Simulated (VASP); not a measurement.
# Cs4Sb2F9 (a cell with a defect) in VASP: a series of runs, part 2 of 2

VASP 6.6.1. The steps go on from the part before.

### 4 Single point, PBEsol

INCAR

```
  ALGO = Fast
  EDIFF = 1E-6
  ENCUT = 520
  GGA = PS
  ISIF = 2
  ISMEAR = -1
  LASPH = True
  LCHARG = True
  LELF = True
  LREAL = Auto
  LVHAR = True
  LWAVE = False
  NBANDS = 68
  NELM = 100
  PREC = Accurate
  SIGMA = 0.05
```

KPOINTS

```
k-points
0
Gamma
  2 2 2
```

POSCAR

```
Cs4Sb2F9
1.0
    3.3509760000     -7.1709780000      0.0000000000
    3.3509760000      7.1709780000      0.0000000000
    0.0000000000      0.0000000000      7.2316820000
Cs Sb F
4 2 9
Direct
    0.2374548476      0.8383212845      0.1942701573
    0.8430962315      0.2138794078      0.7324990230
    0.6757057435      0.4808229813      0.3621702392
    0.4719674370      0.5745336421      0.8930978989
    0.9534770900      0.1087805925      0.2751780291
    0.1447396344      0.8723670235      0.7195421480
    0.0949498187      0.3377897772      0.0881537656
    0.7962377741      0.5674544756      0.8473685652
    1.2540226581      0.7363526833      0.6280143402
    0.7206730707      0.9471693728      0.0598062802
    0.2069429341      0.2950899065      0.4816445192
   -0.1417798221     -0.1296336407      0.5076688936
    0.3344601174      0.2233176763      1.1782459461
    0.7656180457      0.2075909537      0.2891028671
    0.4585351272      1.1989222822      0.7088115877
```

Potentials or basis: VASP PAW PBE potentials, release 64 (Cs_sv, Sb, F).

Started as:

```console
cat potpaw_PBE.64/Cs_sv/POTCAR potpaw_PBE.64/Sb/POTCAR potpaw_PBE.64/F/POTCAR > POTCAR
mpirun -np 1 vasp_std > vasp.out
```

OUTCAR:

```text
EDIFF = 1E-6
   ENCUT = 520
   GGA = PS
   ISIF = 2
   ISMEAR = -1
   LASPH = True
   LREAL = Auto
   NELM = 100
   PREC = Accurate

 ion  position               nearest neighbor table
   1  0.237  0.838  0.194-
   2  0.843  0.214  0.732-
   3  0.676  0.481  0.362-  13 2.48
   4  0.472  0.575  0.893-
   5  0.953  0.109  0.275-   7 1.94  14 2.08  10 2.11  11 2.15  12 2.27  13 2.63
   6  0.145  0.872  0.720-   9 1.88  15 2.15   8 2.40  12 2.73
   7  0.095  0.338  0.088-   5 1.94
   8  0.796  0.567  0.847-   6 2.40
   9  0.254  0.736  0.628-   6 1.88
  10  0.721  0.947  0.060-   5 2.11
  11  0.207  0.295  0.482-   5 2.15
  12  0.858  0.870  0.508-   5 2.27   6 2.73
  13  0.334  0.223  0.178-   3 2.48   5 2.63
  14  0.766  0.208  0.289-   5 2.08
  15  0.459  0.199  0.709-   6 2.15

  LATTYP: Found a base centered orthorhombic cell.
[... 751 lines left out ...]
     65       7.2562      0.00000
     66       7.4312      0.00000
 [bands above 66 left out]

------------------------ aborting loop because EDIFF is reached ----------------------------------------

  FORCE on cell =-STRESS in cart. coord.  units (eV):
  Direction    XX          YY          ZZ          XY          YZ          ZX
  --------------------------------------------------------------------------------------
  -------------------------------------------------------------------------------------
  Total        6.6223442      8.0462940      6.6931335      3.4290056      2.2044925      1.4262760
  in kB       30.5283485     37.0926153     30.8546798     15.8073749     10.1624911      6.5749906
  external PRESSURE =      32.8252145 kB  Pullay stress =       0.0000000 kB

 VOLUME and BASIS-vectors are now :
 -----------------------------------------------------------------------------
  energy-cutoff  :      520.00
  volume of cell :      347.55
      direct lattice vectors                 reciprocal lattice vectors
     3.350976000 -7.170978000  0.000000000     0.149210260 -0.069725496  0.000000000
     3.350976000  7.170978000  0.000000000     0.149210260  0.069725496  0.000000000
     0.000000000  0.000000000  7.231682000     0.000000000  0.000000000  0.138280417

 POSITION                                       TOTAL-FORCE (eV/Angst)
 -----------------------------------------------------------------------------------
      3.60490      4.30880      1.40490         0.170060     -0.302757      0.229479
      3.54190     -4.51210      5.29720         0.006356      0.216011      0.158959
      3.87550     -1.39750      2.61910        -0.195755      0.030665      0.513299
      3.50680      0.73550      6.45860        -0.684579     -0.456288     -0.887113
      3.55960     -6.05730      1.99000         0.295233     -1.134452      0.354613
      3.40830      5.21780      5.20350         0.533251      3.131043      0.819987
      1.45010      1.74140      0.63750         1.236725      0.981967     -0.812862
      4.56970     -1.64060      6.12790         1.397884     -0.881253     -0.270027
      3.31872      3.45878      4.54160        -0.198999     -2.692420     -0.644320
      5.58890      1.62420      0.43250        -0.330890      0.153914     -0.403235
      1.68230      0.63210      3.48310         0.016907      1.044135      0.036277
      5.79245      0.08710      3.67130        -0.212059      0.381332      0.937499
      1.86910     -0.79700      1.28902        -1.009200      0.301600     -0.730178
      3.26120     -4.00160      2.09070         0.151433     -0.359224      0.968941
      2.20312     -1.86168      5.12590        -1.176367     -0.414273     -0.271320
 -----------------------------------------------------------------------------------
    total drift:                                0.003382     -0.000419     -0.008990

  FREE ENERGIE OF THE ION-ELECTRON SYSTEM (eV)
  ---------------------------------------------------
  free  energy   TOTEN  =       -64.0384985756 eV

  energy  without entropy=      -64.0149989901  energy(sigma->0) =      -64.02674878
```

OSZICAR:

```text
N       E                     dE             d eps       ncg     rms          rms(c)
DAV:   1     0.912693302890E+03    0.91269E+03   -0.51522E+04  1088   0.142E+03
DAV:   2     0.169759940596E+02   -0.89572E+03   -0.86600E+03  1376   0.310E+02
DAV:   3    -0.716449260369E+02   -0.88621E+02   -0.87924E+02  1228   0.109E+02
DAV:   4    -0.732823808168E+02   -0.16375E+01   -0.16319E+01  1280   0.161E+01
DAV:   5    -0.733204450150E+02   -0.38064E-01   -0.38033E-01  1260   0.235E+00    0.168E+01
RMM:   6    -0.642193517168E+02    0.91011E+01   -0.34031E+01  1212   0.194E+01    0.643E+00
RMM:   7    -0.641153899641E+02    0.10396E+00   -0.40214E+00  1274   0.523E+00    0.399E+00
RMM:   8    -0.639915355262E+02    0.12385E+00   -0.10968E+00  1283   0.387E+00    0.635E-01
RMM:   9    -0.640289579579E+02   -0.37422E-01   -0.38390E-01  1420   0.150E+00    0.541E-01
RMM:  10    -0.640346860593E+02   -0.57281E-02   -0.41527E-02  1353   0.625E-01    0.325E-01
RMM:  11    -0.640378424129E+02   -0.31564E-02   -0.94791E-03  1278   0.334E-01    0.113E-01
RMM:  12    -0.640382654247E+02   -0.42301E-03   -0.27768E-03  1299   0.182E-01    0.492E-02
RMM:  13    -0.640384437806E+02   -0.17836E-03   -0.81929E-04  1350   0.832E-02    0.253E-02
RMM:  14    -0.640384876709E+02   -0.43890E-04   -0.17464E-04  1303   0.448E-02    0.687E-03
RMM:  15    -0.640384957729E+02   -0.81020E-05   -0.55769E-05  1399   0.189E-02    0.468E-03
RMM:  16    -0.640384973290E+02   -0.15561E-05   -0.61352E-06  1070   0.877E-03    0.253E-03
RMM:  17    -0.640384985639E+02   -0.12349E-05   -0.30250E-06   972   0.553E-03    0.919E-04
RMM:  18    -0.640384985756E+02   -0.11705E-07   -0.57352E-07   860   0.217E-03
   1 F= -.64038499E+02 E0= -.64026749E+02  d E =-.234996E-01
```

Wall time 4.1 min (1 thread of Intel Xeon Platinum 8375C at 2.90GHz (Ice Lake), shared host); peak memory 0.5 GiB.

What came out:

```yaml
Free_energy: -64.0385 eV
Pressure: 3.3 GPa
Largest_force: 3.280 eV/Å
Band_gap_on_the_k_mesh: none (metal or under the smearing width)
```

Forces in eV/Å, atoms in the order of the input:
```
Cs   0.170 -0.303  0.229
Cs   0.006  0.216  0.159
Cs  -0.196  0.031  0.513
Cs  -0.685 -0.456 -0.887
Sb   0.295 -1.134  0.355
Sb   0.533  3.131  0.820
F    1.237  0.982 -0.813
F    1.398 -0.881 -0.270
F   -0.199 -2.692 -0.644
F   -0.331  0.154 -0.403
F    0.017  1.044  0.036
F   -0.212  0.381  0.937
F   -1.009  0.302 -0.730
F    0.151 -0.359  0.969
F   -1.176 -0.414 -0.271
```

Levels at points of the mesh, in eV from the Fermi level:
| k point | band 52 | band 53 | band 54 | band 55 | band 56 | band 57 |
| --- | --- | --- | --- | --- | --- | --- |
| (0.00, 0.00, 0.00) | -3.19 | -3.07 | -1.68 | 0.16 | 1.50 | 1.85 |
| (0.50, 0.00, 0.00) | -3.07 | -2.65 | -1.55 | 0.12 | 1.61 | 1.89 |
| (0.00, 0.50, 0.00) | -3.06 | -2.67 | -1.51 | 0.11 | 1.53 | 1.78 |
| (0.50, 0.50, 0.00) | -3.15 | -3.03 | -1.61 | 0.16 | 1.56 | 1.82 |
| (0.00, 0.00, 0.50) | -3.15 | -2.99 | -1.65 | -0.12 | 1.67 | 1.79 |
| (0.50, 0.00, 0.50) | -3.06 | -2.65 | -1.57 | -0.13 | 1.71 | 1.96 |
| (0.00, 0.50, 0.50) | -3.06 | -2.66 | -1.53 | -0.15 | 1.65 | 1.86 |
| (0.50, 0.50, 0.50) | -3.10 | -3.00 | -1.57 | -0.13 | 1.54 | 1.95 |

Caveat: the k mesh is coarse (spacing up to 0.52 Å⁻¹), so the values aren't converged; the PAW data sets were made with another functional, which shifts forces and pressure a little; an odd number of electrons without spin polarisation forces a metal; a magnetic or distorted state may lie lower.
